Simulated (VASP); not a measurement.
# GaGe (F-43m) in VASP: a series of runs

The runs below take GaGe through single point, with r2SCAN.

Everything below comes from runs of VASP 6.6.1. Logs are shortened: lines on timing, memory, paths and dates and some standing lists are left out, and cuts for length are marked.

**1. The structure**

Symmetry: F-43m, No. 216, cubic system. Conventional cell: a = 5.796 Å, b = 5.796 Å, c = 5.796 Å, α = 90.00°, β = 90.00°, γ = 90.00°. Ge (site symmetry -43m) is surrounded by 4 Ga at 2.51 Å. Ga (site symmetry -43m) has 4 Ge at 2.51 Å as nearest neighbours.

The cell comes from a database or a generator and needn't be the stable form of this composition.

**2. Single point, r2SCAN**

Input file INCAR:

```
SYSTEM = GaGe
PREC = Accurate ; ENCUT = 450
EDIFF = 1E-5 ; ISMEAR = -1
SIGMA = 0.1 ; LREAL = .False.
LASPH = .True. ; NELM = 100
ALGO = Normal ; ISIF = 2
LWAVE = .False. ; LCHARG = .False.
METAGGA = R2SCAN ; LMIXTAU = .True.
NBANDS = 10 ; ADDGRID = .False.
```

Input file KPOINTS:

```
regular mesh
0
Gamma
  5 5 5
  0 0 0
```

Input file POSCAR:

```
GaGe
1.0
    0.0000000000      2.8978440000      2.8978440000
    2.8978440000      0.0000000000      2.8978440000
    2.8978440000      2.8978440000      0.0000000000
Ge Ga
1 1
Direct
    0.0000000000      0.0000000000      0.0000000000
    0.2500000000      0.2500000000      0.2500000000
```

Potentials or basis: VASP PAW PBE potentials, release 64 (Ge, Ga).

Launch:

```console
$ cat potpaw_PBE.64/Ge/POTCAR potpaw_PBE.64/Ga/POTCAR > POTCAR
$ mpirun -np 1 vasp_std > vasp.out
```

OUTCAR:

```text
SYSTEM = GaGe
   PREC = Accurate
   ENCUT = 450
   EDIFF = 1E-5
   ISMEAR = -1
   LREAL = .False.
   LASPH = .True.
   NELM = 100
   ISIF = 2
   METAGGA = R2SCAN

 Found     10 irreducible k-points:

 Following reciprocal coordinates:
            Coordinates               Weight
  0.000000  0.000000  0.000000      1.000000
  0.200000  0.000000  0.000000      8.000000
  0.400000  0.000000  0.000000      8.000000
  0.200000  0.200000  0.000000      6.000000
  0.400000  0.200000  0.000000     24.000000
 -0.400000  0.200000  0.000000     24.000000
   k-points           NKPTS =     10   k-points in BZ     NKDIM =     10   number of bands    NBANDS=     10
   number of dos      NEDOS =    301   number of ions     NIONS =      2
   total plane-waves  NPLWV =  21952
   dimension x,y,z NGX =    28 NGY =   28 NGZ =   28
   dimension x,y,z NGXF=    56 NGYF=   56 NGZF=   56
   ions per type =               1   1
   NGX,Y,Z   is equivalent  to a cutoff of  11.36, 11.36, 11.36 a.u.
   NGXF,Y,Z  is equivalent  to a cutoff of  22.72, 22.72, 22.72 a.u.
 SYSTEM =  GaGe
   PREC   = accura    normal or accurate (medium, high low for compatibility)
   ISTART =      0    job   : 0-new  1-cont  2-samecut
   ICHARG =      2    charge: 1-file 2-atom 10-const
   ISPIN  =      1    spin polarized calculation?
   LNONCOLLINEAR =      F non collinear calculations
   LSORBIT =      F    spin-orbit coupling
   LASPH  =      T    aspherical Exc in radial PAW
   ENCUT  =  450.0 eV  33.07 Ry    5.75 a.u.   7.09  7.09  7.09*2*pi/ulx,y,z
   NELM   =    100;   NELMIN=  2; NELMDL= -5     # of ELM steps
   EDIFF  = 0.1E-04   stopping-criterion for ELM
   LREAL  =      F    real-space projection
   EDIFFG = 0.1E-03   stopping-criterion for IOM
   NSW    =      0    number of steps for IOM
   IBRION =     -1    ionic relax: 0-MD 1-quasi-New 2-CG
   NFREE  =      0    steps in history (QN), initial steepest desc. (CG)
   ISIF   =      2    stress and relaxation
   ISYM   =      2    0-nonsym 1-usesym 2-fastsym
   POTIM  = 0.5000    time-step for ionic-motion
   TEBEG  =    0.0;   TEEND  =   0.0 temperature during run
   PSTRESS=    0.0 pullay stress
   NELECT =       7.0000    total number of electrons
   NUPDOWN=      -1.0000    fix difference up-down
   EMIN   =  10.00;   EMAX   =-10.00  energy-range for DOS
   EFERMI =   0.00;   METHOD = LEGACY
   ISMEAR =    -1;   SIGMA  =   0.10  broadening in eV -4-tet -1-fermi 0-gaus
   EFERMI_NEDOS =   21; number of points for ismear=-14 and -15
   IALGO  =     38    algorithm
   IMIX   =      4    mixing-type and parameters
     AMIX     =   0.40;   BMIX     =  1.00
     AMIX_MAG =   1.60;   BMIX_MAG =  1.00
  volume/ion in A,a.u.               =      24.33       164.22
  Fermi-wavevector in a.u.,A,eV,Ry     =   0.857740  1.620894 10.010058  0.735719
  Thomas-Fermi vector in A             =   1.974840
   LORBIT       =      0    0 simple, 1 ext, 2 COOP (PROOUT), +10 PAW based schemes
   METAGGA = R2SCAN    functional components
   LHFCALC =     F    Hartree Fock is set to
   AEXX    =    0.0000 exact exchange contribution
   IVDW    =     0    specifies the selected vdW correction
   LEPSILON=     F    determine dielectric tensor
   LRPA    =     F    only Hartree local field effects (RPA)
 non-spin polarized calculation
  energy-cutoff  :      450.00
  volume of cell :       48.67
 maximum number of plane-waves:      1073
   NGX = 15   NGY = 15   NGZ = 15

 number of electron       7.0000000 magnetization

 Free energy of the ion-electron system (eV)
  ---------------------------------------------------
  ext. energy  EPLUGINS =         0.00000000
  ---------------------------------------------------
  free energy    TOTEN  =       -25.00012880 eV

  energy without entropy =      -24.96722893  energy(sigma->0) =      -24.98367887

 E-fermi :   1.1673     XC(G=0):  -9.1485

 val. band max:        1.0360732674   @ k =  -0.4000   0.2000   0.0000
 cond. band min:       1.3376409230   @ k =   0.2000   0.2000   0.0000
 fundamental gap:      0.3015676557
 Fermi energy:         1.1673465296

 k-point     1 :       0.0000    0.0000    0.0000
  band No.  band energies     occupation
      1      -9.8021      2.00000
      2       2.9168      0.00000
      3       2.9168      0.00000
      4       2.9168      0.00000
      5       3.7707      0.00000
      6       5.8005      0.00000
      7       5.8005      0.00000
      8       5.8005      0.00000
      9       9.6064      0.00000
     10      12.2582      0.00000

 k-point     2 :       0.2000    0.0000    0.0000
  band No.  band energies     occupation
      1      -9.3292      2.00000
      2      -0.6055      2.00000
      3       2.2749      0.00003
      4       2.2749      0.00003
      5       4.2724      0.00000
      6       6.6302      0.00000
      7       6.6302      0.00000
      8       7.9700      0.00000
      9      11.0997      0.00000
     10      11.1163      0.00000

 k-point     3 :       0.4000    0.0000    0.0000
  band No.  band energies     occupation
      1      -8.1436      2.00000
      2      -3.7699      2.00000
      3       1.6327      0.01888
      4       1.6327      0.01888
      5       3.6964      0.00000
      6       6.8857      0.00000
      7       6.8857      0.00000
      8      10.0942      0.00000
      9      11.9420      0.00000
     10      12.7866      0.00000

 k-point     4 :       0.2000    0.2000    0.0000
  band No.  band energies     occupation
      1      -9.1652      2.00000
      2      -0.4821      2.00000
      3       1.3376      0.30816
      4       1.3376      0.30816
      5       4.5044      0.00000
      6       6.1915      0.00000
      7       8.1885      0.00000
      8       8.1885      0.00000
      9       9.7051      0.00000
     10      12.3106      0.00000

 k-point     5 :       0.4000    0.2000    0.0000
  band No.  band energies     occupation
      1      -8.1538      2.00000
      2      -3.0108      2.00000
      3       0.0933      1.99996
      4       0.7633      1.96541
      5       4.7739      0.00000
      6       6.7472      0.00000
      7       8.0856      0.00000
      8       8.8620      0.00000
      9      12.7214      0.00000
     10      13.4078      0.00000

 k-point     6 :      -0.4000    0.2000    0.0000
  band No.  band energies     occupation
      1      -7.4627      2.00000
      2      -4.1950      2.00000
      3      -0.7198      2.00000
      4       1.0361      1.57594
      5       4.9065      0.00000
      6       7.3967      0.00000
      7       8.2062      0.00000
      8      10.4135      0.00000
      9      11.3949      0.00000
     10      12.2887      0.00000

 [... further k-points ...]

------------------------ aborting loop because EDIFF is reached ----------------------------------------

  FORCE on cell =-STRESS in cart. coord.  units (eV):
  Direction    XX          YY          ZZ          XY          YZ          ZX
  --------------------------------------------------------------------------------------
  -------------------------------------------------------------------------------------
  Total       -0.7189201     -0.7189201     -0.7189201     -0.0000000      0.0000000      0.0000000
  in kB      -23.6666193    -23.6666193    -23.6666193     -0.0000000      0.0000000      0.0000000
  external PRESSURE =     -23.6666193 kB  Pullay stress =       0.0000000 kB

 VOLUME and BASIS-vectors are now :
 -----------------------------------------------------------------------------
  energy-cutoff  :      450.00
  volume of cell :       48.67
      direct lattice vectors                 reciprocal lattice vectors
     0.000000000  2.897844000  2.897844000    -0.172542069  0.172542069  0.172542069
     2.897844000  0.000000000  2.897844000     0.172542069 -0.172542069  0.172542069
     2.897844000  2.897844000  0.000000000     0.172542069  0.172542069 -0.172542069

 POSITION                                       TOTAL-FORCE (eV/Angst)
 -----------------------------------------------------------------------------------
      0.00000      0.00000      0.00000         0.000000     -0.000000      0.000000
      1.44892      1.44892      1.44892        -0.000000      0.000000     -0.000000
 -----------------------------------------------------------------------------------
    total drift:                                0.000000      0.000000      0.000000

  FREE ENERGIE OF THE ION-ELECTRON SYSTEM (eV)
  ---------------------------------------------------
  free  energy   TOTEN  =       -25.0001287996 eV

  energy  without entropy=      -24.9672289306  energy(sigma->0) =      -24.98367887
```

It took 19 s on 1 thread of Intel Xeon Platinum 8488C (Sapphire Rapids), shared host; peak memory 0.16 GiB.

The run converged, but some of its settings lie outside the range that counts as converged, so its numbers aren't taken as properties of the crystal.

Results:

```yaml
Free_energy: -25.0001 eV
Pressure: -2.4 GPa
Band_gap_on_the_k_mesh: none (metal or under the smearing width)
```

Caveat: the k mesh is coarse (spacing up to 0.38 Å⁻¹), so the values aren't converged; the PAW data sets were made with another functional, which shifts forces and pressure a little.

**3. Single point, r2SCAN**

Input file INCAR:

```
SYSTEM = GaGe
PREC = Accurate ; ENCUT = 450
EDIFF = 1E-6 ; ISMEAR = -1
SIGMA = 0.1 ; LREAL = .False.
LASPH = .True. ; NELM = 100
ALGO = Normal ; ISIF = 2
LWAVE = .False. ; LCHARG = .False.
METAGGA = R2SCAN ; LMIXTAU = .True.
NBANDS = 10 ; ADDGRID = .True.
```

KPOINTS is that of step 2.

POSCAR is that of step 2.

Potentials or basis: VASP PAW PBE potentials, release 64 (Ge, Ga).

Launch:

```console
$ cat potpaw_PBE.64/Ge/POTCAR potpaw_PBE.64/Ga/POTCAR > POTCAR
$ mpirun -np 1 vasp_std > vasp.out
```

Wall time 26 s (1 thread of Intel Xeon Platinum 8488C (Sapphire Rapids), shared host); peak memory 0.25 GiB.

These settings aren't checked as converged: the numbers below hold their error.

What came out:

```
Free energy            : -25.0001 eV
Pressure               : -2.4 GPa
Band gap on the k mesh : none (metal or under the smearing width)
```

Caveat: the k mesh is coarse (spacing up to 0.38 Å⁻¹), so the values aren't converged; the PAW data sets were made with another functional, which shifts forces and pressure a little.

**4. Single point, r2SCAN**

Input file INCAR:

```
SYSTEM = GaGe
PREC = Accurate ; ENCUT = 450
EDIFF = 1E-6 ; ISMEAR = -1
SIGMA = 0.1 ; LREAL = .False.
LASPH = .False. ; NELM = 100
ALGO = Normal ; ISIF = 2
LWAVE = .False. ; LCHARG = .False.
METAGGA = R2SCAN ; LMIXTAU = .True.
NBANDS = 10 ; ADDGRID = .False.
```

KPOINTS is that of step 3.

POSCAR is that of step 3.

Launch:

```console
$ cat potpaw_PBE.64/Ge/POTCAR potpaw_PBE.64/Ga/POTCAR > POTCAR
$ mpirun -np 1 vasp_std > vasp.out
```

Run time: 14 s. Hardware: 1 thread of Intel Xeon Platinum 8488C (Sapphire Rapids), shared host; peak memory 0.15 GiB.

These settings aren't checked as converged: the numbers below hold their error.

What came out:

```
Free energy            : -24.9994 eV
Pressure               : -2.3 GPa
Band gap on the k mesh : none (metal or under the smearing width)
```

Caveat: the k mesh is coarse (spacing up to 0.38 Å⁻¹), so the values aren't converged; the PAW data sets were made with another functional, which shifts forces and pressure a little.

**5. Single point, r2SCAN**

Input file INCAR:

```
SYSTEM = GaGe
PREC = Normal ; ENCUT = 450
EDIFF = 1E-4 ; ISMEAR = -1
SIGMA = 0.1 ; LREAL = Auto
LASPH = .True. ; NELM = 100
ALGO = Normal ; ISIF = 2
LWAVE = .False. ; LCHARG = .False.
METAGGA = R2SCAN ; LMIXTAU = .True.
NBANDS = 10 ; ADDGRID = .False.
```

KPOINTS is that of step 4.

POSCAR is that of step 4.

Launch:

```console
$ cat potpaw_PBE.64/Ge/POTCAR potpaw_PBE.64/Ga/POTCAR > POTCAR
$ mpirun -np 1 vasp_std > vasp.out
```

Wall time 16 s (1 thread of Intel Xeon Platinum 8488C (Sapphire Rapids), shared host); peak memory 0.13 GiB.

These settings aren't checked as converged: the numbers below hold their error.

Results:

```
Free energy            : -25.0007 eV
Pressure               : -2.4 GPa
Band gap on the k mesh : none (metal or under the smearing width)
```

Caveat: the k mesh is coarse (spacing up to 0.38 Å⁻¹), so the values aren't converged; the PAW data sets were made with another functional, which shifts forces and pressure a little.

**6. Single point, r2SCAN**

Input file INCAR:

```
SYSTEM = GaGe
PREC = Accurate ; ENCUT = 550
EDIFF = 1E-6 ; ISMEAR = -1
SIGMA = 0.1 ; LREAL = .False.
LASPH = .True. ; NELM = 100
ALGO = Normal ; ISIF = 2
LWAVE = .False. ; LCHARG = .False.
METAGGA = R2SCAN ; LMIXTAU = .True.
NBANDS = 10 ; ADDGRID = .False.
```

KPOINTS is that of step 5.

POSCAR is that of step 5.

Potentials or basis: VASP PAW PBE potentials, release 64 (Ge, Ga).

Launch:

```console
$ cat potpaw_PBE.64/Ge/POTCAR potpaw_PBE.64/Ga/POTCAR > POTCAR
$ mpirun -np 1 vasp_std > vasp.out
```

It took 21 s on 1 thread of Intel Xeon Platinum 8488C (Sapphire Rapids), shared host; peak memory 0.18 GiB.

These settings aren't checked as converged: the numbers below hold their error.

Results:

```yaml
Free_energy: -25.0006 eV
Pressure: -2.4 GPa
Band_gap_on_the_k_mesh: none (metal or under the smearing width)
```

Caveat: the k mesh is coarse (spacing up to 0.38 Å⁻¹), so the values aren't converged; the PAW data sets were made with another functional, which shifts forces and pressure a little.

**7. The reference run**

An earlier run on the cell as given: functional PBE; potentials or basis VASP PAW PBE potentials, release 64 (Ge_d, Ga_d); cutoff 520 eV; k mesh 8 × 8 × 8; occupations fermi-dirac, width 0.05 eV; no spin polarisation.

- Pressure: 0.3 GPa
- Band gap on the k mesh: none (metal or under the smearing width)
